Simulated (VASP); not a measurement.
Computed with PBE GGA, VASP's PBE PAW potentials (set 64) (plane waves; VASP 6.6.1).

A VASP calculation is set up with these files.

INCAR:
```
! general
SYSTEM  = Ca
PREC    = Accurate
ENCUT   = 480
LREAL   = F
LASPH   = T

! electronic loop
EDIFF   = 1E-7
NELM    = 100
ALGO    = Normal

! smearing
ISMEAR  = 1
SIGMA   = 0.1

! functional
GGA     = PE

! ions
IBRION  = 2
NSW     = 40
ISIF    = 3
EDIFFG  = -0.01
PSTRESS = 10

! output
LWAVE   = F
LCHARG  = F
```

File KPOINTS:
```
Regular mesh
0
gamma
 10 10 10
```

### POSCAR
```
Ca
1
    0.0000000000     2.7167962478     2.7167962478
    2.7167962478     0.0000000000     2.7167962478
    2.7167962478     2.7167962478    -0.0000000000
Ca
1
Direct
  0.0000000000   0.0000000000   0.0000000000
```

POTCAR, in this order: Ca_sv (PBE.64 set). Program: vasp_std.

Task: What does the run give for the energy per atom (σ→0), band gap (on the k-mesh)?

Result: 
The energy per atom (σ→0) is -1.924 eV/atom and the band gap (on the k-mesh) comes out as none (metal, semimetal or under 0.01 eV).

File OSZICAR:
```
...
DAV:   7    -0.192477245975E+01    0.32507E-02   -0.17261E-02  1061   0.181E+00    0.105E-01
DAV:   8    -0.192434589385E+01    0.42657E-03   -0.21618E-03   998   0.495E-01    0.209E-02
DAV:   9    -0.192435702038E+01   -0.11127E-04   -0.11481E-04  1301   0.896E-02    0.588E-03
DAV:  10    -0.192435739390E+01   -0.37352E-06   -0.59638E-06  1076   0.275E-02    0.807E-04
DAV:  11    -0.192435678635E+01    0.60755E-06   -0.33172E-07  1406   0.570E-03    0.193E-04
DAV:  12    -0.192435665360E+01    0.13275E-06   -0.11737E-08   580   0.763E-04    0.142E-04
DAV:  13    -0.192435670150E+01   -0.47896E-07   -0.66164E-09   529   0.610E-04
   1 F= -.16740395E+01 E0= -.16738749E+01  d E =-.167404E+01
```

The compound is Ca in the fcc structure. It was relaxed first under an external pressure of 1 GPa.
